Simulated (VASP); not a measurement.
Data:

```yaml
crystal:
  lattice:
    - [0.00000, 2.51619, 2.51619]
    - [2.51619, 0.00000, 2.51619]
    - [2.51619, 2.51619, 0.00000]
  atoms:
    - { symbol: Zr, position: [0.00000, 0.00000, 0.00000] }
    - { symbol: O, position: [0.25000, 0.25000, 0.25000] }
    - { symbol: O, position: [0.75000, 0.75000, 0.75000] }
```

Method: LDA (Ceperley-Alder, Perdew-Zunger), VASP's LDA PAW potentials (set 64) (plane waves; VASP). Settings: 520 eV cut-off, Gaussian smearing of 0.050 eV, potentials Zr_sv O.

**Question.** Estimate the band gap (along the path) with the smallest direct gap where there is one.

**Answer.** 
```
Quantity                                Value
------------------------------------  -------
band gap (along the path)             3.32 eV
smallest direct gap (along the path)  3.77 eV
```

Total energies compare only between runs with the same potentials, cut-off and functional.

The compound is ZrO2 in the fluorite structure, the high-temperature cubic form, which is unstable at 0 K; the monoclinic form is the stable one. It was relaxed first.
